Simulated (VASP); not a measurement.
# GW on BN (Qingsongite), part 4 of 5

How does the gap of BN (Qingsongite) change from the starting functional to GW? The cell is of the zinc-blende type, one of the forms listed for this formula. The start is a cell from a database of measured crystal structures.

VASP 6.6.1, plane waves and PAW; the level of theory is named at each step.

So far, quasiparticle gap on the mesh (eV): step 4 (G0W0, functional PBE, start PBE, G0W0 on PBE) 5.83; step 8 (G0W0, functional HSE with 0.08 exact exchange, start HSE with 0.08 exact …) 6.00; step 11 (G0W0, functional HSE with 0.16 exact exchange, start HSE with 0.16 exact …) 6.16.

## 14. G0W0, functional HSE with 0.25 exact exchange, start HSE with 0.25 exact exchange

This step: G0W0 on HSE with 0.25 exact exchange; plane waves and PAW (N_GW, B_GW) (VASP 6.6.1).

G0W0 keeps orbitals and screening fixed and shifts each of the lowest NBANDSGW levels once.

The input, INCAR:

```
SYSTEM = BN
PREC = Accurate
ENCUT = 450
ISMEAR = 0
SIGMA = 0.01
LREAL = .FALSE.
LHFCALC = .TRUE.
AEXX = 0.25
GGA = PE
LASPH = .TRUE.
NBANDS = 40
PRECFOCK = Fast
HFSCREEN = 0.2
ALGO = EVGW0
NELMGW = 1
ENCUTGW = 120
NOMEGA = 64
NBANDSGW = 16
LWAVE = .FALSE.
LCHARG = .FALSE.
```

The input, POSCAR:

```
BN
1.0
    0.0000000000      1.8075000000      1.8075000000
    1.8075000000      0.0000000000      1.8075000000
    1.8075000000      1.8075000000      0.0000000000
N B
1 1
Direct
    0.7500000000      0.7500000000      0.7500000000
    0.0000000000      0.0000000000      0.0000000000
```

The input, KPOINTS:

```
Automatic mesh
0
Gamma
6 6 6
0 0 0
```

The projector-augmented-wave data sets are N_GW and B_GW (PBE family, release 64).

The WAVECAR or CHGCAR of an earlier step is read.

Run with:

```
$ mpirun -np 8 vasp_std
```

Output:

```text
[banner, memory and clock lines left out]
running    8 mpi-ranks, on    1 nodes
[...]
[... a notice as in an earlier step ...]

 [... a notice as in an earlier step ...]

 LDA part: xc-table for (Slater+PW92), standard interpolation
 found WAVECAR, reading the header
 POSCAR, INCAR and KPOINTS ok, starting setup
[...]
reading WAVECAR
 the WAVECAR file was read successfully
 initial charge from wavefunction
 available memory per node:     33.60 GB, setting MAXMEM to     34410

 The Fermi energy was updated, please check that it is located mid-gap
 values below the HOMO (VB) or above the LUMO (CB) will cause erroneous energies
 E-fermi :   9.4899

 calculate exact exchange contribution
 the WAVEDER file was read successfully
energies w=
    0.000    0.000    1.004    0.000    2.005    0.000    3.002    0.000
    3.992    0.000    4.974    0.000    5.946    0.000    6.907    0.000
    7.855    0.000    8.791    0.000    9.714    0.000   10.624    0.000
[...]
total number of BLAS operations         22.78 Gflops
NQ=  12   -0.3333    0.3333    0.0000,
|.........|.........|.........|.........|.........|.........|.........|.........
 performed       2489000 updates of chi_q(r,r)
 total number of BLAS operations         24.98 Gflops
NQ=  13    0.5000    0.5000    0.0000,
|.........|.........|.........|.........|.........|.........|.........|.........
 performed       2610000 updates of chi_q(r,r)
 total number of BLAS operations         26.53 Gflops
NQ=  14    0.5000    0.3333    0.1667,
|.........|.........|.........|.........|.........|.........|.........|.........
 performed       2928000 updates of chi_q(r,r)
 total number of BLAS operations         29.48 Gflops
NQ=  15   -0.3333    0.3333    0.1667,
|.........|.........|.........|.........|.........|.........|.........|.........
 performed       3225000 updates of chi_q(r,r)
 total number of BLAS operations         32.56 Gflops
NQ=  16   -0.3333    0.5000    0.1667,
|.........|.........|.........|.........|.........|.........|.........|.........
 performed       3465000 updates of chi_q(r,r)
 total number of BLAS operations         34.53 Gflops
 resolving degeneracies of screened two electron integrals

 calculate QP shifts <psi_nk| G(iteration)W_0 |psi_nk>: iteration 1
 entering main loop
```

The job ended after 13 s (8 MPI ranks of AMD EPYC 9R45, shared host; peak memory 1.6 GiB; 1.7 min of CPU time).

Parts of OUTCAR (step 14):

```text
 QP shifts <psi_nk| G(iteration)W_0 |psi_nk>: iteration 1
 for sc-GW calculations column KS-energies equals QP-energies in previous step
 and V_xc(KS)=  KS-energies - (<T + V_ion + V_H > + <T+V_H+V_ion>^1  + <V_x>^1)
 k-point   1 :       0.0000    0.0000    0.0000
  band No.  KS-energies  QP-energies   sigma(KS)   V_xc(KS)     V^pw_x(r,r')   Z            occupation Imag(sigma)
      1     -15.5211     -15.4712     -18.2145     -18.2772     -26.5531       0.7965       2.0000       1.3046
      2       6.5878       6.5770     -19.1044     -19.0917     -21.9426       0.8453       2.0000       0.0641
      3       6.5878       6.5770     -19.1044     -19.0917     -21.9426       0.8453       2.0000       0.0641
      4       6.5878       6.5770     -19.1044     -19.0917     -21.9426       0.8453       2.0000       0.0641
      5      17.1709      18.0389     -11.7736     -12.7927      -6.9294       0.8518       0.0000      -0.0833
      6      17.1709      18.0389     -11.7736     -12.7927      -6.9294       0.8518       0.0000      -0.0833
      7      17.1709      18.0389     -11.7736     -12.7927      -6.9294       0.8518       0.0000      -0.0833
      8      18.7372      19.4594     -13.4710     -14.3317      -8.2242       0.8390       0.0000      -0.1017
    ...

[... 2 parts as in an earlier step ...]

[... 1 further part left out ...]
[key lines of the parts left out:]
E-fermi :   9.4899
```

GW takes the gap from 5.804 to 6.336 eV. That is +504 meV against G0W0 on PBE. The value holds for 40 bands, ENCUTGW = 120 eV and this mesh, and isn't shown to be converged in them.

## 15. Another starting point, functional HSE with 0.33 exact exchange

This step: HSE with 0.33 exact exchange; plane waves and PAW (N_GW, B_GW) (VASP 6.6.1).

To see how much the result owes to its start, the ground state is made again with HSE with 0.33 exact exchange. EDIFF is tight for accurate orbitals, and a narrow smearing avoids fractional occupations.

The input, INCAR:

```
SYSTEM = BN
PREC = Accurate
ENCUT = 450
EDIFF = 1E-08
NELM = 100
ISMEAR = 0
SIGMA = 0.01
LREAL = .FALSE.
ALGO = Normal
LHFCALC = .TRUE.
AEXX = 0.33
GGA = PE
LASPH = .TRUE.
NBANDS = 10
PRECFOCK = Fast
LORBIT = 11
LWAVE = .TRUE.
LCHARG = .FALSE.
KPAR = 8
HFSCREEN = 0.2
```

POSCAR is that of step 14.

KPOINTS is that of step 14.

Run with:

```
$ mpirun -np 8 vasp_std
```

Output:

```text
[... set-up lines as in an earlier step ...]
 entering main loop
       N       E                     dE             d eps       ncg     rms          rms(c)
DAV:   1    -0.213145798128E+02   -0.21315E+02   -0.51545E-01   446   0.923E+00    0.473E-01
DAV:   2    -0.213164561240E+02   -0.18763E-02   -0.32010E-03   380   0.547E-01    0.313E-01
DAV:   3    -0.213151524550E+02    0.13037E-02   -0.75557E-04   426   0.272E-01    0.183E-01
DAV:   4    -0.213148070772E+02    0.34538E-03   -0.32163E-04   480   0.184E-01    0.106E-01
[...]
DAV:  11    -0.213146714039E+02    0.84271E-07   -0.31919E-08   350   0.270E-03    0.210E-03
DAV:  12    -0.213146713854E+02    0.18513E-07   -0.93562E-09   198   0.157E-03    0.122E-03
DAV:  13    -0.213146713927E+02   -0.73310E-08   -0.38923E-09   184   0.959E-04
   1 F= -.21314671E+02 E0= -.21314671E+02  d E =-.168404E-69
 writing wavefunctions
```

Wall time 14 s (8 MPI ranks); peak memory 1.4 GiB; 1.8 min of CPU time.

Parts of OUTCAR (step 15):

```text
 POSITION                                       TOTAL-FORCE (eV/Angst)
 -----------------------------------------------------------------------------------
      2.71125      2.71125      2.71125        -0.000000     -0.000000     -0.000000
      0.00000      0.00000      0.00000         0.000000      0.000000      0.000000
 -----------------------------------------------------------------------------------
    total drift:                               -0.000001     -0.000002     -0.000001

  FREE ENERGIE OF THE ION-ELECTRON SYSTEM (eV)
  ---------------------------------------------------
  free  energy   TOTEN  =       -21.3146713927 eV

  energy  without entropy=      -21.3146713927  energy(sigma->0) =      -21.31467139

[... 2 parts as in an earlier step ...]

[... 1 further part left out ...]
[key lines of the parts left out:]
E-fermi :   6.4205
```

## 16. Empty bands, functional HSE with 0.33 exact exchange

The next step needs empty bands that the ground-state run didn't converge, so the Hamiltonian is diagonalised exactly for NBANDS bands, in a single step. LOPTICS writes the k-derivatives of the orbitals (WAVEDER), which give the long-wavelength limit of the screening.

The input, INCAR:

```
SYSTEM = BN
PREC = Accurate
ENCUT = 450
ISMEAR = 0
SIGMA = 0.01
LREAL = .FALSE.
LHFCALC = .TRUE.
AEXX = 0.33
GGA = PE
LASPH = .TRUE.
NBANDS = 40
PRECFOCK = Fast
HFSCREEN = 0.2
ALGO = Exact
NELM = 1
LWAVE = .TRUE.
LCHARG = .FALSE.
LOPTICS = .TRUE.
NEDOS = 1000
CSHIFT = 0.1
```

POSCAR is that of step 15.

KPOINTS is that of step 15.

The run starts from files that an earlier step left in the folder.

Run with:

```
$ mpirun -np 8 vasp_std
```

Output:

```text
[... set-up lines as in an earlier step ...]
 entering main loop
       N       E                     dE             d eps       ncg     rms          rms(c)
DIA:   1    -0.213146714174E+02   -0.21315E+02    0.00000E+00     0   0.000E+00
   1 F= -.21314671E+02 E0= -.21314671E+02  d E =-.507611E-71
 writing wavefunctions
 optical routines
 imaginary and real dielectric function
 recalculating local potential from charge density
 direction            1
 direction            2
 direction            3
```

Run time: 60 s. Hardware: 8 MPI ranks; peak memory 1.6 GiB.

From OUTCAR (step 16):

```text
 POSITION                                       TOTAL-FORCE (eV/Angst)
 -----------------------------------------------------------------------------------
      2.71125      2.71125      2.71125         0.000000     -0.000000     -0.000000
      0.00000      0.00000      0.00000        -0.000000      0.000000      0.000000
 -----------------------------------------------------------------------------------
    total drift:                               -0.000001     -0.000002     -0.000001

  FREE ENERGIE OF THE ION-ELECTRON SYSTEM (eV)
  ---------------------------------------------------
  free  energy   TOTEN  =       -21.3146714174 eV

  energy  without entropy=      -21.3146714174  energy(sigma->0) =      -21.31467142

[... 2 parts as in an earlier step ...]

[... 1 further part left out ...]
[key lines of the parts left out:]
E-fermi :   6.4220
```

## 17. G0W0, functional HSE with 0.33 exact exchange, start HSE with 0.33 exact exchange

This step: G0W0 on HSE with 0.33 exact exchange; plane waves and PAW (N_GW, B_GW) (VASP 6.6.1).

G0W0 keeps orbitals and screening fixed and shifts each of the lowest NBANDSGW levels once.

The input, INCAR:

```
SYSTEM = BN
PREC = Accurate
ENCUT = 450
ISMEAR = 0
SIGMA = 0.01
LREAL = .FALSE.
LHFCALC = .TRUE.
AEXX = 0.33
GGA = PE
LASPH = .TRUE.
NBANDS = 40
PRECFOCK = Fast
HFSCREEN = 0.2
ALGO = EVGW0
NELMGW = 1
ENCUTGW = 120
NOMEGA = 64
NBANDSGW = 16
LWAVE = .FALSE.
LCHARG = .FALSE.
```

POSCAR is that of step 16.

KPOINTS is that of step 16.

The run starts from files that an earlier step left in the folder.

Run with:

```
$ mpirun -np 8 vasp_std
```

Output:

```text
[banner, memory and clock lines left out]
running    8 mpi-ranks, on    1 nodes
[...]
[... a notice as in an earlier step ...]

 [... a notice as in an earlier step ...]

 LDA part: xc-table for (Slater+PW92), standard interpolation
 found WAVECAR, reading the header
 POSCAR, INCAR and KPOINTS ok, starting setup
[...]
reading WAVECAR
 the WAVECAR file was read successfully
 initial charge from wavefunction
 available memory per node:     33.41 GB, setting MAXMEM to     34208

 The Fermi energy was updated, please check that it is located mid-gap
 values below the HOMO (VB) or above the LUMO (CB) will cause erroneous energies
 E-fermi :   9.4207

 calculate exact exchange contribution
 the WAVEDER file was read successfully
energies w=
    0.000    0.000    0.900    0.000    1.797    0.000    2.691    0.000
    3.578    0.000    4.458    0.000    5.329    0.000    6.191    0.000
    7.041    0.000    7.880    0.000    8.707    0.000    9.523    0.000
[...]
total number of BLAS operations         22.78 Gflops
NQ=  12   -0.3333    0.3333    0.0000,
|.........|.........|.........|.........|.........|.........|.........|.........
 performed       2489000 updates of chi_q(r,r)
 total number of BLAS operations         24.98 Gflops
NQ=  13    0.5000    0.5000    0.0000,
|.........|.........|.........|.........|.........|.........|.........|.........
 performed       2610000 updates of chi_q(r,r)
 total number of BLAS operations         26.53 Gflops
NQ=  14    0.5000    0.3333    0.1667,
|.........|.........|.........|.........|.........|.........|.........|.........
 performed       2928000 updates of chi_q(r,r)
 total number of BLAS operations         29.48 Gflops
NQ=  15   -0.3333    0.3333    0.1667,
|.........|.........|.........|.........|.........|.........|.........|.........
 performed       3225000 updates of chi_q(r,r)
 total number of BLAS operations         32.56 Gflops
NQ=  16   -0.3333    0.5000    0.1667,
|.........|.........|.........|.........|.........|.........|.........|.........
 performed       3465000 updates of chi_q(r,r)
 total number of BLAS operations         34.53 Gflops
 resolving degeneracies of screened two electron integrals

 calculate QP shifts <psi_nk| G(iteration)W_0 |psi_nk>: iteration 1
 entering main loop
```

It took 13 s on 8 MPI ranks; peak memory 1.6 GiB; 1.7 min of CPU time.

From OUTCAR (step 17):

```text
 QP shifts <psi_nk| G(iteration)W_0 |psi_nk>: iteration 1
 for sc-GW calculations column KS-energies equals QP-energies in previous step
 and V_xc(KS)=  KS-energies - (<T + V_ion + V_H > + <T+V_H+V_ion>^1  + <V_x>^1)
 k-point   1 :       0.0000    0.0000    0.0000
  band No.  KS-energies  QP-energies   sigma(KS)   V_xc(KS)     V^pw_x(r,r')   Z            occupation Imag(sigma)
      1     -16.4024     -15.7110     -18.3064     -19.1701     -26.5695       0.8006       2.0000       1.2452
      2       6.2976       6.4862     -19.1410     -19.3625     -21.9577       0.8514       2.0000       0.0536
      3       6.2976       6.4862     -19.1410     -19.3625     -21.9577       0.8514       2.0000       0.0536
      4       6.2976       6.4862     -19.1410     -19.3625     -21.9577       0.8514       2.0000       0.0536
      5      17.4568      18.1259     -11.6984     -12.4776      -6.9062       0.8587       0.0000      -0.0726
      6      17.4568      18.1259     -11.6984     -12.4776      -6.9062       0.8587       0.0000      -0.0726
      7      17.4568      18.1259     -11.6984     -12.4776      -6.9062       0.8587       0.0000      -0.0726
      8      19.0341      19.5597     -13.3607     -13.9829      -8.1723       0.8446       0.0000      -0.0876
    ...

[... 2 parts as in an earlier step ...]

[... 1 further part left out ...]
[key lines of the parts left out:]
E-fermi :   9.4207
```

GW takes the gap from 6.246 to 6.487 eV. That is +655 meV against G0W0 on PBE. The value holds for 40 bands, ENCUTGW = 120 eV and this mesh, and isn't shown to be converged in them.

## 18. Another starting point, functional HSE with 0.42 exact exchange

This step: HSE with 0.42 exact exchange; plane waves and PAW (N_GW, B_GW) (VASP 6.6.1).

To see how much the result owes to its start, the ground state is made again with HSE with 0.42 exact exchange. EDIFF is tight for accurate orbitals, and a narrow smearing avoids fractional occupations.

The input, INCAR:

```
SYSTEM = BN
PREC = Accurate
ENCUT = 450
EDIFF = 1E-08
NELM = 100
ISMEAR = 0
SIGMA = 0.01
LREAL = .FALSE.
ALGO = Normal
LHFCALC = .TRUE.
AEXX = 0.42
GGA = PE
LASPH = .TRUE.
NBANDS = 10
PRECFOCK = Fast
LORBIT = 11
LWAVE = .TRUE.
LCHARG = .FALSE.
KPAR = 8
HFSCREEN = 0.2
```

POSCAR is that of step 17.

KPOINTS is that of step 17.

Run with:

```
$ mpirun -np 8 vasp_std
```

Output:

```text
[... set-up lines as in an earlier step ...]
 entering main loop
       N       E                     dE             d eps       ncg     rms          rms(c)
DAV:   1    -0.223862450821E+02   -0.22386E+02   -0.81293E-01   442   0.117E+01    0.589E-01
DAV:   2    -0.223909994817E+02   -0.47544E-02   -0.73516E-03   368   0.828E-01    0.400E-01
DAV:   3    -0.223886511366E+02    0.23483E-02   -0.11545E-03   408   0.345E-01    0.234E-01
DAV:   4    -0.223880082948E+02    0.64284E-03   -0.66700E-04   496   0.257E-01    0.135E-01
[...]
DAV:  12    -0.223877683442E+02    0.41693E-07   -0.17664E-08   264   0.209E-03    0.143E-03
DAV:  13    -0.223877683056E+02    0.38597E-07   -0.68849E-09   184   0.128E-03    0.824E-04
DAV:  14    -0.223877683004E+02    0.52109E-08   -0.25784E-09   184   0.686E-04
   1 F= -.22387768E+02 E0= -.22387768E+02  d E =-.178403E-74
 writing wavefunctions
```

Wall time 15 s (8 MPI ranks); peak memory 1.4 GiB.

OUTCAR, selected parts (step 18):

```text
  FREE ENERGIE OF THE ION-ELECTRON SYSTEM (eV)
  ---------------------------------------------------
  free  energy   TOTEN  =       -22.3877683004 eV

  energy  without entropy=      -22.3877683004  energy(sigma->0) =      -22.38776830

[... 3 parts as in an earlier step ...]

[... 1 further part left out ...]
[key lines of the parts left out:]
E-fermi :   6.0938
```

## 19. Empty bands, functional HSE with 0.42 exact exchange

The next step needs empty bands that the ground-state run didn't converge, so the Hamiltonian is diagonalised exactly for NBANDS bands, in a single step. LOPTICS writes the k-derivatives of the orbitals (WAVEDER), which give the long-wavelength limit of the screening.

The input, INCAR:

```
SYSTEM = BN
PREC = Accurate
ENCUT = 450
ISMEAR = 0
SIGMA = 0.01
LREAL = .FALSE.
LHFCALC = .TRUE.
AEXX = 0.42
GGA = PE
LASPH = .TRUE.
NBANDS = 40
PRECFOCK = Fast
HFSCREEN = 0.2
ALGO = Exact
NELM = 1
LWAVE = .TRUE.
LCHARG = .FALSE.
LOPTICS = .TRUE.
NEDOS = 1000
CSHIFT = 0.1
```

POSCAR is that of step 18.

KPOINTS is that of step 18.

The WAVECAR or CHGCAR of an earlier step is read.

Run with:

```
$ mpirun -np 8 vasp_std
```

Output:

```text
[... set-up lines as in an earlier step ...]
 entering main loop
       N       E                     dE             d eps       ncg     rms          rms(c)
DIA:   1    -0.223877683160E+02   -0.22388E+02    0.00000E+00     0   0.000E+00
   1 F= -.22387768E+02 E0= -.22387768E+02  d E =-.558844E-13
 writing wavefunctions
 optical routines
 imaginary and real dielectric function
 recalculating local potential from charge density
 direction            1
 direction            2
 direction            3
```

Run time: 60 s. Hardware: 8 MPI ranks; peak memory 1.5 GiB; 7.8 min of CPU time.

Parts of OUTCAR (step 19):

```text
 POSITION                                       TOTAL-FORCE (eV/Angst)
 -----------------------------------------------------------------------------------
      2.71125      2.71125      2.71125         0.000000      0.000000     -0.000000
      0.00000      0.00000      0.00000        -0.000000     -0.000000      0.000000
 -----------------------------------------------------------------------------------
    total drift:                               -0.000001     -0.000002     -0.000001

  FREE ENERGIE OF THE ION-ELECTRON SYSTEM (eV)
  ---------------------------------------------------
  free  energy   TOTEN  =       -22.3877683160 eV

  energy  without entropy=      -22.3877683160  energy(sigma->0) =      -22.38776832

[... 2 parts as in an earlier step ...]

[... 1 further part left out ...]
[key lines of the parts left out:]
E-fermi :   6.0122
```

[end of part 4 of 5]

[Lines on the potential files, build, host, timing and source positions are cut from VASP's logs without a mark.]

[Logs are printed without paths, hosts, clocks, repeated set-up lines and the standing remarks that a program may print on its own settings, such as how far it seeks lower states.]

[Hosts, paths, dates, database ids (printed as entryN), source tags and the programs' standing remarks are cut or masked in the printed files.]

[Pressures printed for these runs are not shown converged in the cutoff: they can be off by several GPa and have the wrong sign.]
